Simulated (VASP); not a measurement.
VASP runs on Cd (hcp) share one base input (PBE GGA, plane waves, VASP's PBE PAW potentials (set 64)) and change the settings named in each case.

### INCAR
```
! general
SYSTEM  = Cd
PREC    = Accurate
ENCUT   = 400
LREAL   = .FALSE.
LASPH   = .TRUE.

! electronic loop
EDIFF   = 1E-6
NELM    = 100
ALGO    = Normal
LMAXMIX = 4

! smearing
ISMEAR  = 1
SIGMA   = 0.1

! functional
GGA     = PE

! ions
ISIF    = 2

! output
LWAVE   = .FALSE.
LCHARG  = .FALSE.
```

**POSCAR**
```
Cd
11.240
  0.1325622776  -0.2296046263   0.0000000000
  0.1325622776   0.2296046263   0.0000000000
  0.0000000000   0.0000000000   0.5000000000
Cd
2
Cart
  0.1325622776   0.0765350285   0.1250000000
  0.1325622776  -0.0765350285   0.3750000000
```

KPOINTS:
```
Regular mesh
0
gamma
 13 13 6
0 0 0
```

POTCAR, in this order: Cd (PBE.64 set). Program: vasp_std.

```csv
change,pressure (GPa),electronic steps
base run,2.10,11
EDIFF = 1E-2,6.17,7
EDIFF = 1E-3,1.72,8
EDIFF = 1E-4,2.11,9
EDIFF = 1E-5,2.10,11
EDIFF = 1E-8,2.10,15
```

Left out are runs that ran out of time, are held back, or changed the cell or the kind of run, fixed moments of cells without a moment, rows past the twelfth, gaps on odd meshes, pressures of charged cells and columns that move by less than the noise.

The compound is Cd in the hcp structure. The cell was not relaxed at this level.
